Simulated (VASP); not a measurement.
Given:

```yaml
crystal:
  lattice:
    - [0.00000, 3.49898, 3.49898]
    - [3.49898, 0.00000, 3.49898]
    - [3.49898, 3.49898, 0.00000]
  atoms:
    - { symbol: Sr, position: [0.00000, 0.00000, 0.00000] }
    - { symbol: Cl, position: [0.25000, 0.25000, 0.25000] }
    - { symbol: Cl, position: [0.75000, 0.75000, 0.75000] }
```

These are r2SCAN meta-GGA, VASP's PBE PAW potentials (set 64) (plane waves; VASP) values and carry that method's errors. Run with 520 eV cut-off, 6×6×6 Γ-centred mesh, Gaussian smearing of 0.050 eV, potentials Sr_sv Cl.

Problem. The job: SrCl$_{2}$ (fluorite), 3 atoms, r2SCAN, static run, 520 eV, 6×6×6 Γ-centred mesh. Roughly how much core time does it take on a busy server core?

Solution. About 3 core-minutes (one run on a shared machine, a rough figure). It had 16 irreducible k-points, 16 bands, up to 2332 plane waves and 27 electronic steps.

The compound is SrCl2 in the fluorite structure. It was relaxed first.
